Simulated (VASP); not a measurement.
Given:

```
PbTe
1.0
    0.00000     3.26768     3.26768
    3.26768     0.00000     3.26768
    3.26768     3.26768     0.00000
Te Pb
1 1
Direct
  0.48852   0.51148   0.51148
  0.00000   0.00000   0.00000
```

Computed with r2SCAN meta-GGA, VASP's PBE PAW potentials (set 64) (plane waves; VASP). Settings: 480 eV cut-off, 6×6×6 Γ-centred mesh, Gaussian smearing of 0.050 eV, potentials Te Pb_d.

Unless said otherwise, spin-orbit coupling is left out, though it shifts the bands of the heavy elements here.

### Question
Estimate the energy per atom (σ→0), band gap (on the k-mesh) with the smallest direct gap where there is one.

### Answer

```json
{
 "band gap (on the k-mesh)": "1.12 eV",
 "smallest direct gap (on the k-mesh)": "1.12 eV",
 "energy per atom (σ→0)": "-41.353 eV/atom"
}
```

The compound is PbTe in the rock salt structure. This cell was strained or had an atom moved on purpose.
